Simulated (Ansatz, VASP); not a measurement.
# Cross-check of HfN between VASP and Ansatz, part 2 of 2

One calculation is typed for both programs; each brings its own data sets. How far apart do they land? The cell is taken from a series of runs on this material, whose earlier steps may have relaxed, scaled, displaced or heated it; both programs get it as it stands.

VASP 6.6.1 and Ansatz 0.2.0.

So far: The structure; VASP: relaxation of cell and atoms, LDA, pair 1; Ansatz: relaxation of cell and atoms, LDA, pair 1; Differences.

## 5. VASP: relaxation of cell and atoms, LDA, pair 2

Level of this step: LDA; plane waves and PAW (N, Hf_pv) (VASP).

The relaxed volume is the usual yardstick between codes: in a stiff, nearly cubic crystal its relative difference is about their pressure difference at one cell divided by the bulk modulus.

INCAR

```
SYSTEM = HfN
PREC = Accurate
ENCUT = 600
EDIFF = 1E-07
NELM = 120
ISMEAR = 1
SIGMA = 0.2
LREAL = .FALSE.
ALGO = Normal
GGA = CA
NBANDS = 13
LASPH = .TRUE.
LORBIT = 11
LWAVE = .FALSE.
LCHARG = .FALSE.
ISIF = 3
IBRION = 2
NSW = 80
EDIFFG = -0.005
GGA_COMPAT = .FALSE.
NELMIN = 4
KPAR = 2
```

POSCAR

```
HfN
1.0
    0.0000000000      2.2341340000      2.2341340000
    2.2341340000      0.0000000000      2.2341340000
    2.2341340000      2.2341340000      0.0000000000
N Hf
1 1
Direct
    0.5000000000      0.5000000000      0.5000000000
    0.0000000000      0.0000000000      0.0000000000
```

KPOINTS

```
Automatic mesh
0
Gamma
16 16 16
0 0 0
```

Potentials, in the order of the species: N and Hf_pv (LDA family, release 64).

Run with:

```
mpirun -np 2 vasp_std
```

Numbers of over 12 decimals in the logs are rounded to 6 here.

The log of the run:

```text
[... set-up lines as in an earlier step ...]
 entering main loop
       N       E                     dE             d eps       ncg     rms          rms(c)
DAV:   1     0.398053847799E+02    0.39805E+02   -0.86425E+03  3770   0.122E+03
DAV:   2    -0.247223303251E+02   -0.64528E+02   -0.60194E+02  4871   0.249E+02
DAV:   3    -0.268454741044E+02   -0.21231E+01   -0.21049E+01  4561   0.360E+01
DAV:   4    -0.268555902426E+02   -0.10116E-01   -0.10105E-01  4125   0.281E+00
[...]
DAV:  11    -0.238714495028E+02    0.33756E-04   -0.11131E-04  4328   0.103E-01    0.173E-02
DAV:  12    -0.238714497241E+02   -0.22136E-06   -0.69658E-06  4690   0.242E-02    0.300E-03
DAV:  13    -0.238714496966E+02    0.27519E-07   -0.82806E-08  2946   0.292E-03
   1 F= -.23871450E+02 E0= -.23871401E+02  d E =-.238714E+02
[...]
N       E                     dE             d eps       ncg     rms          rms(c)
DAV:   1    -0.238796553536E+02   -0.82056E-02   -0.25480E-01  3770   0.466E+00    0.181E+00
[...]
DAV:   6    -0.238700502761E+02    0.25803E-06   -0.21549E-06  3958   0.139E-02    0.633E-03
DAV:   7    -0.238700502428E+02    0.33351E-07   -0.80076E-08  2763   0.263E-03
   2 F= -.23870050E+02 E0= -.23869982E+02  d E =0.139945E-02
 trial-energy change:    0.001399  1 .order    0.001411   -0.002520    0.005343
 step:   0.3225(harm=  0.3205)  dis= 0.00000  next Energy=   -23.871856 (dE=-0.407E-03)
[...]
N       E                     dE             d eps       ncg     rms          rms(c)
DAV:   1    -0.238762574636E+02   -0.62072E-02   -0.11668E-01  3770   0.315E+00    0.123E+00
DAV:   2    -0.238729127649E+02    0.33447E-02   -0.53354E-03  4275   0.647E-01    0.577E-01
DAV:   3    -0.238719170729E+02    0.99569E-03   -0.18792E-03  4070   0.392E-01    0.386E-01
DAV:   4    -0.238718615241E+02    0.55549E-04   -0.18971E-04  4705   0.116E-01    0.222E-01
DAV:   5    -0.238718564635E+02    0.50606E-05   -0.17229E-05  4951   0.344E-02    0.807E-03
DAV:   6    -0.238718563055E+02    0.15794E-06   -0.11467E-06  3970   0.101E-02    0.446E-03
DAV:   7    -0.238718562918E+02    0.13682E-07   -0.42992E-08  2380   0.193E-03
   3 F= -.23871856E+02 E0= -.23871801E+02  d E =-.406595E-03
[...]
reached required accuracy - stopping structural energy minimisation
```

Parts of OUTCAR (step 5):

```text
  Total       -0.0007289     -0.0007289     -0.0007289      0.0000000      0.0000000     -0.0000000
  in kB       -0.0525919     -0.0525919     -0.0525919      0.0000000      0.0000000     -0.0000000
  external PRESSURE =      -0.0525919 kB  Pullay stress =       0.0000000 kB

 POSITION                                       TOTAL-FORCE (eV/Angst)
 -----------------------------------------------------------------------------------
      2.23089      2.23089      2.23089        -0.000000     -0.000000     -0.000000
      0.00000      0.00000      0.00000         0.000000      0.000000      0.000000
 -----------------------------------------------------------------------------------
    total drift:                                0.000000      0.000000      0.000000

  FREE ENERGIE OF THE ION-ELECTRON SYSTEM (eV)
  ---------------------------------------------------
  free  energy   TOTEN  =       -23.8718562918 eV

  energy  without entropy=      -23.8716906999  energy(sigma->0) =      -23.87180109

[... 2 parts as in an earlier step ...]

[... 2 further parts left out ...]
[key lines of the parts left out:]
E-fermi :   8.5357
```

## 6. Ansatz: relaxation of cell and atoms, LDA, pair 2

The same cell, functional (in two slightly different forms), mesh and smearing now go to Ansatz, which takes its cutoff from its data sets.

The cell is taken from a series of runs on this material, whose earlier steps may have relaxed, scaled, displaced or heated it; both programs get it as it stands.

input.yaml

```yaml
crystal:
  lattice:
    - [0.0, 2.2341344689, 2.2341344689]
    - [2.2341344689, 0.0, 2.2341344689]
    - [2.2341344689, 2.2341344689, 0.0]
  atoms:
    - { symbol: "N", position: [0.5, 0.5, 0.5] }
    - { symbol: Hf, position: [0.0, 0.0, 0.0] }
kpoints:
  mp_grid: { grid: [16, 16, 16] }
hamiltonian:
  xc: lda
  pseudopotentials: { kind: paw, azcp: { folder: soft_1 }, xc_functional: pbe }
scf:
  occupations: { method: methfessel_paxton, width: 0.2 }
output:
  forces: true
  stress: true
  eigenvalues: true
relax:
  adjacent_minimum: "off"
  f_tol: 0.001
  max_steps: 60
  cell: { stress_tol: 0.01 }
```

Run with:

```
ansatz run input.yaml --threads 4 --pin off --max-ram 10240MiB --backend cpu --events-out ev --progress --plain --runs-dir out
```

The log of the run:

```text
[...]
Crystal: 2 atoms, lattice volume = 22.303 Å³
Basis set: ecut = 420 eV, 411 PW (Γ)
Bands: 20, of which v1, the nominal top of the filled ones, is band 16 counted from 1 (15 counted from 0)
Symmetry: 48 space group operations
[...]
k-points: 145 of 4096
[...]
k-point 144: bands = [... 12 lower, 16.3075, 17.0697, 17.0697, 23.7131, 23.7131, 28.2776, 28.4183, 28.9269]
--- Relaxed structure (3 steps of the walk, 3 accepted, 1 SCFs on fresh bases) ---
[...]
cell:  # Å, volume = 22.3008 Å³
    - [0, 2.234069, 2.234069]
    - [2.234069, 0, 2.234069]
    - [2.234069, 2.234069, 0]
  atoms:
    - { symbol: N, position: [0.5, 0.5, 0.5] }
    - { symbol: Hf, position: [0, 0, 0] }
[key lines of the parts left out:]
SCF converged after 6 iterations
Free energy (F): -15855.277730 eV
Fermi energy:    22.546795 eV
P = ⅓ Tr σ = -0.0006 GPa (-0.006 kbar)
```

## 7. Comparison

What differs besides the data sets and the points named for the pairs above, as far as they apply: the data sets hold 31 valence electrons in Ansatz (on its PAW soft_1 files) and 15 in VASP. Total energies have different zeros and are not compared.

Compared:

| quantity | Ansatz | VASP | difference |
| --- | --- | --- | --- |
| volume (Å³) | 22.30 | 22.21 | +0.43 % |
| edge a after relaxation, in the typed setting (Å) | 3.159 | 3.155 | +0.14 % |

## 8. VASP: zone-centre phonons, LDA

Second derivatives magnify differences that forces hide, and they need a tight electronic threshold.

INCAR

```
SYSTEM = HfN
PREC = Accurate
ENCUT = 600
EDIFF = 1E-08
NELM = 120
ISMEAR = 1
SIGMA = 0.2
LREAL = .FALSE.
ALGO = Normal
GGA = CA
NBANDS = 13
LASPH = .TRUE.
LORBIT = 11
LWAVE = .FALSE.
LCHARG = .FALSE.
ISIF = 2
IBRION = 8
GGA_COMPAT = .FALSE.
KPAR = 2
```

POSCAR

```
HfN
1.0
    0.0000000000      2.1569701556      2.1569701556
    2.1569701556      0.0000000000      2.1569701556
    2.1569701556      2.1569701556      0.0000000000
N Hf
1 1
Direct
    0.5000000000      0.5000000000      0.5000000000
    0.0000000000      0.0000000000      0.0000000000
```

KPOINTS is that of step 5.

Run with:

```
mpirun -np 2 vasp_std
```

The log of the run:

```text
[... set-up lines as in an earlier step ...]
 entering main loop
       N       E                     dE             d eps       ncg     rms          rms(c)
DAV:   1     0.425545016431E+02    0.42555E+02   -0.87358E+03  3778   0.124E+03
DAV:   2    -0.246661334489E+02   -0.67221E+02   -0.63144E+02  4829   0.259E+02
DAV:   3    -0.266599981539E+02   -0.19939E+01   -0.19813E+01  4525   0.356E+01
DAV:   4    -0.266671080424E+02   -0.71099E-02   -0.71081E-02  4251   0.250E+00
[...]
DAV:  12    -0.236329503420E+02    0.12931E-07   -0.58081E-06  4600   0.222E-02    0.567E-03
DAV:  13    -0.236329503235E+02    0.18512E-07   -0.78977E-08  4489   0.268E-03    0.607E-03
DAV:  14    -0.236329503219E+02    0.16075E-08   -0.71517E-09  2780   0.816E-04
   1 F= -.23632950E+02 E0= -.23632738E+02  d E =-.636844E-03
 Linear response reoptimize wavefunctions to high precision
DAV:   1    -0.236329503209E+02    0.97634E-09   -0.27480E-09  4006   0.493E-04
DAV:   2    -0.236329503210E+02   -0.21828E-10   -0.14675E-10  2330   0.115E-04
 Linear response DOF=           2
 Linear response progress:
[...]
RMM:  10    -0.232010851838E+00    0.33534E-07    0.77129E-10 17828   0.194E-05    0.315E-05
RMM:  11    -0.232010839577E+00    0.12261E-07   -0.12596E-08 15956   0.530E-06    0.115E-05
RMM:  12    -0.232010846986E+00   -0.74092E-08   -0.90792E-09 12865   0.218E-06    0.617E-06
 first order change of Fermi-energy   0.46220E-04
 force on displaced ion       1 direction 1 : -18.660   0.000   0.000
 Linear response progress:
  Degree of freedom:   2/  2
       N       E                     dE             d eps       ncg     rms          rms(c)
RMM:   1    -0.202466600571E+00   -0.20247E+00    0.35686E+00 10659   0.112E+01
RMM:   2    -0.197657595864E+00    0.48090E-02   -0.24687E-02 13897   0.114E+00    0.771E-01
RMM:   3    -0.197153199233E+00    0.50440E-03   -0.60149E-04 16430   0.128E-01    0.420E-01
RMM:   4    -0.196639958825E+00    0.51324E-03   -0.81839E-05 17981   0.589E-02    0.147E-01
[...]
RMM:  12    -0.196460388880E+00   -0.14633E-07   -0.36979E-07 18406   0.127E-05    0.142E-05
RMM:  13    -0.196460396669E+00   -0.77893E-08   -0.17878E-07 14427   0.669E-06    0.446E-06
RMM:  14    -0.196460397444E+00   -0.77418E-09   -0.91570E-08 12797   0.427E-06    0.611E-06
 first order change of Fermi-energy   0.78568E-04
 force on displaced ion       2 direction 1 : -18.666   0.000   0.000
 Linear response finished
```

Parts of OUTCAR (step 8):

```text
  Total        4.8622619      4.8622619      4.8622619      0.0000000      0.0000000     -0.0000000
  in kB      388.1383239    388.1383239    388.1383239      0.0000000      0.0000000     -0.0000000
  external PRESSURE =     388.1383239 kB  Pullay stress =       0.0000000 kB

 POSITION                                       TOTAL-FORCE (eV/Angst)
 -----------------------------------------------------------------------------------
      2.15697      2.15697      2.15697        -0.000000     -0.000000      0.000000
      0.00000      0.00000      0.00000         0.000000      0.000000     -0.000000
 -----------------------------------------------------------------------------------
    total drift:                                0.000000     -0.000000     -0.000000

[... 1 part as in an earlier step ...]

[... 1 further part left out ...]
```

## 9. Ansatz: zone-centre phonons, LDA

The same cell, functional (in two slightly different forms), mesh and smearing now go to Ansatz, which takes its cutoff from its data sets.

The cell is taken from a series of runs on this material, whose earlier steps may have relaxed, scaled, displaced or heated it; both programs get it as it stands.

input.yaml, the sections that differ from step 6:

```yaml
crystal:
  lattice:
    - [0.0, 2.1569701556, 2.1569701556]
    - [2.1569701556, 0.0, 2.1569701556]
    - [2.1569701556, 2.1569701556, 0.0]
  atoms:
    - { symbol: "N", position: [0.5, 0.5, 0.5] }
    - { symbol: Hf, position: [0.0, 0.0, 0.0] }
output:
  eigenvalues: true
phonons:
  method: dfpt
# kpoints, hamiltonian, scf: as in step 6
# relax: removed
```

Run with:

```
ansatz run input.yaml --threads 4 --pin off --max-ram 10240MiB --backend cpu --events-out ev --progress --plain --runs-dir out
```

The log of the run:

```text
[...]
Crystal: 2 atoms, lattice volume = 20.071 Å³
Basis set: ecut = 420 eV, 387 PW (Γ), exchange–correlation on 48×48×48 points (8 copies of the dense FFT grid, shifted against one another)
Bands: 20, of which v1, the nominal top of the filled ones, is band 16 counted from 1 (15 counted from 0)
Symmetry: 48 space group operations
k-points: 349 of 4096 (irreducible under 8 space group operations, time reversal used)
[...]
k mesh reduced under 8 symmetry operations, with k and −k counted as one. Each operation leaves every solved perturbation unchanged. A smaller set is not used because it would not reduce the number of displacements times k-points to solve
  ASR residual: 2.100e-5 → 0.000e0 eV/Å²; symmetrization residual: 1.222e-6 eV/Å²
  ASR residual per site (eV/Å²): 1.11e-5 2.10e-5
  Γ frequencies (cm⁻¹): 0.00 0.00 0.00 618.29 618.29 618.29
  non-analytic LO–TO correction: not included (Born effective charges unavailable; polar crystals: no LO–TO splitting at Γ)
[key lines of the parts left out:]
SCF converged after 11 iterations
Free energy (F): -15855.025406 eV
Fermi energy:    25.102674 eV
```

## 10. Comparison

What differs besides the data sets and the points named for the pairs above, as far as they apply: the data sets hold 31 valence electrons in Ansatz (on its PAW soft_1 files) and 15 in VASP. Total energies have different zeros and are not compared.

Both answers:

| quantity | Ansatz | VASP | difference |
| --- | --- | --- | --- |
| optical mode 1 to 3 (cm⁻¹) | 618.3 | 625.2 | -1.10 % |

Modes are paired by rising frequency, not by their patterns, so a pair may set unlike modes beside each other; they are those without the splitting of longitudinal modes.

## 11. Results

```
difference in volume (relaxation of cell and atoms, LDA, pair 1)                                                  : 0.43 %
difference in volume (relaxation of cell and atoms, LDA, pair 2)                                                  : 0.43 %
r.m.s. difference of the optical zone-centre modes, each program's sorted by frequency (zone-centre phonons, LDA) : 6.9 cm⁻¹
difference in optical mode 1 to 3 (zone-centre phonons, LDA)                                                      : -1.1 %
```

In words: The difference in volume is 0.43 % (relaxation of cell and atoms, LDA, pair 1), within the 1.2 % picked in this series as the mark of a large difference, as far as the stopping tolerances let one tell. The data sets hold unlike numbers of valence electrons (31 in Ansatz and 15 in VASP), so part of the differences comes from the potentials. Among the rows given in per cent, the largest difference of the zone-centre phonons, LDA pair is in optical mode 1 to 3, -1.1 %. 2 further runs of this series are not shown here. How closely two codes agree says nothing of how well the functional describes the real material.

[Lines on the potential files, build, host, timing and source positions are cut from VASP's logs without a mark.]

[Logs are printed without paths, hosts, clocks, repeated set-up lines and the standing remarks that a program may print on its own settings, such as how far it seeks lower states.]

[Hosts, paths, dates, database ids (printed as entryN), source tags and the programs' standing remarks are cut or masked in the printed files.]
